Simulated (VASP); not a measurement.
**Be3Se2S: density of states with PBE**

The system is Be3Se2S.

```xyz
12
Lattice="3.5842 0.0000 0.0000 -1.7921 3.1041 0.0000 0.0000 0.0000 17.7156" Properties=species:S:1:pos:R:3 pbc="T T T"
Be    1.7921    1.0347   10.9778
Be    0.0000    2.0694   14.0219
Be    1.7921    1.0347   17.0633
Be    0.0000    2.0694    8.2055
Be    1.7921    1.0347    5.1641
Be    0.0000    2.0694    2.1200
Se    0.0000    2.0694   11.7761
Se    1.7921    1.0347   14.8048
Se    0.0000    2.0694    5.9470
Se    1.7921    1.0347    2.9183
S     0.0000    2.0694    0.0036
S     1.7921    1.0347    8.8614
```

The cell was built by a generator and needn't be a form met in nature.

```json
{
 "Program": "VASP 6.6.1",
 "Task": "density of states",
 "Functional": "PBE",
 "Potentials or basis": "VASP PAW PBE potentials, release 64 (Be, Se, S)",
 "Cutoff": "520 eV",
 "k mesh": "8 × 8 × 2",
 "Occupations": "gaussian, width 0.03 eV",
 "Spin": "no spin polarisation",
 "k mesh for the DOS": "12 × 12 × 3",
 "Occupations for the DOS": "tetrahedron",
 "Further INCAR settings": "ALGO = Normal; EDIFF = 1e-06"
}
```

* Valence electrons inside the program's atomic spheres: Be 1.01, 1.00, 0.92; Se 3.99; S 3.79

Levels at points of the mesh, in eV from the valence-band top:
```tsv
k point	band 20	band 21	band 22	band 23	band 24	band 25	band 26	band 27	band 28	band 29
(0.00, 0.00, 0.00)	-0.38	-0.16	-0.16	0.00	0.00	3.90	3.95	4.53	4.58	4.72
(0.50, 0.00, 0.00)	-2.10	-1.88	-1.76	-1.53	-1.21	3.24	3.38	3.48	3.51	3.73
```

States per cell in windows of 0.5 eV (zero at the valence-band top; states under -8 eV left out):
| from (eV) | total | Se7_p | Se10_p | S11_p | S12_p | Se8_p | Se9_p |
| --- | --- | --- | --- | --- | --- | --- | --- |
| -8.0 | 0.00 | 0.00 | 0.00 | 0.00 | 0.00 | 0.00 | 0.00 |
| -7.5 | 0.00 | 0.00 | 0.00 | 0.00 | 0.00 | 0.00 | 0.00 |
| -7.0 | 0.00 | 0.00 | 0.00 | 0.00 | 0.00 | 0.00 | 0.00 |
| -6.5 | 0.00 | 0.00 | 0.00 | 0.00 | 0.00 | 0.00 | 0.00 |
| -6.0 | 0.69 | 0.03 | 0.03 | 0.06 | 0.06 | 0.03 | 0.03 |
| -5.5 | 4.13 | 0.17 | 0.17 | 0.31 | 0.31 | 0.20 | 0.20 |
| -5.0 | 3.43 | 0.20 | 0.20 | 0.20 | 0.20 | 0.19 | 0.19 |
| -4.5 | 2.37 | 0.14 | 0.14 | 0.14 | 0.14 | 0.14 | 0.14 |
| -4.0 | 3.27 | 0.18 | 0.18 | 0.25 | 0.25 | 0.19 | 0.19 |
| -3.5 | 3.40 | 0.19 | 0.19 | 0.32 | 0.32 | 0.18 | 0.18 |
| -3.0 | 3.88 | 0.24 | 0.24 | 0.36 | 0.36 | 0.24 | 0.24 |
| -2.5 | 4.56 | 0.34 | 0.34 | 0.34 | 0.34 | 0.35 | 0.35 |
| -2.0 | 4.92 | 0.44 | 0.44 | 0.29 | 0.29 | 0.44 | 0.44 |
| -1.5 | 3.33 | 0.36 | 0.36 | 0.13 | 0.13 | 0.35 | 0.35 |
| -1.0 | 1.46 | 0.17 | 0.17 | 0.06 | 0.06 | 0.16 | 0.16 |
| -0.5 | 0.49 | 0.07 | 0.07 | 0.01 | 0.01 | 0.06 | 0.06 |
| 0.0 | 0.00 | 0.00 | 0.00 | 0.00 | 0.00 | 0.00 | 0.00 |
| 0.5 | 0.00 | 0.00 | 0.00 | 0.00 | 0.00 | 0.00 | 0.00 |
| 1.0 | 0.00 | 0.00 | 0.00 | 0.00 | 0.00 | 0.00 | 0.00 |
| 1.5 | 0.00 | 0.00 | 0.00 | 0.00 | 0.00 | 0.00 | 0.00 |
| 2.0 | 0.00 | 0.00 | 0.00 | 0.00 | 0.00 | 0.00 | 0.00 |
| 2.5 | 0.00 | 0.00 | 0.00 | 0.00 | 0.00 | 0.00 | 0.00 |
| 3.0 | 0.36 | 0.00 | 0.00 | 0.00 | 0.00 | 0.00 | 0.00 |
| 3.5 | 2.51 | 0.01 | 0.01 | 0.02 | 0.02 | 0.01 | 0.01 |
| 4.0 | 3.73 | 0.02 | 0.02 | 0.03 | 0.03 | 0.02 | 0.02 |
| 4.5 | 3.05 | 0.02 | 0.02 | 0.03 | 0.03 | 0.02 | 0.02 |
| 5.0 | 2.72 | 0.03 | 0.03 | 0.04 | 0.04 | 0.02 | 0.02 |
| 5.5 | 1.24 | 0.02 | 0.02 | 0.02 | 0.02 | 0.01 | 0.01 |
| 6.0 | 0.16 | 0.00 | 0.00 | 0.01 | 0.01 | 0.00 | 0.00 |
| 6.5 | 0.00 | 0.00 | 0.00 | 0.00 | 0.00 | 0.00 | 0.00 |

Wall time 86 s on 4 MPI ranks on Intel(R) Xeon(R) Platinum 8559C (Emerald Rapids), on a shared host, peak memory 0.41 GiB a rank.
